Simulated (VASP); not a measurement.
Elastic constants (GPa) of a crystal from VASP 6.6.1 with PBE GGA, VASP's PBE PAW potentials (set 64):

```tsv
	xx	yy	zz	yz	xz	xy
xx	340.1	73.2	73.2	0.0	0.0	0.0
yy	73.2	340.1	73.2	0.0	0.0	0.0
zz	73.2	73.2	340.1	0.0	0.0	0.0
yz	0.0	0.0	0.0	185.5	0.0	0.0
xz	0.0	0.0	0.0	0.0	185.5	0.0
xy	0.0	0.0	0.0	0.0	0.0	185.5
```

Problem. Work out the Voigt, Reuss and Hill moduli, Young's modulus and Poisson's ratio.

Solution. All eigenvalues are positive (smallest 185.5 GPa), so the crystal is stable. K_V = (C11+C22+C33+2(C12+C13+C23))/9 = (1020.3 + 2×219.6)/9 = 162.2 GPa; G_V = (1020.3 − 219.6 + 3×556.5)/15 = 164.7 GPa. From the compliances, K_R = 162.2 GPa and G_R = 160.5 GPa. Hill: K = 162.2 GPa, G = 162.6 GPa, E = 9KG/(3K+G) = 365.6 GPa, ν = (3K−2G)/(2(3K+G)) = 0.124. K/G = 1.00, below Pugh's 1.75; universal anisotropy A^U = 0.13.

Problem. With a density of 2.95 g/cm³, what are the mean sound speeds?

Solution. v_l = √((K+4G/3)/ρ) = 11.33 km/s and v_t = √(G/ρ) = 7.42 km/s. The crystal is BP (zinc blende), cubic.

The compound is BP in the zinc blende structure. It was relaxed first.
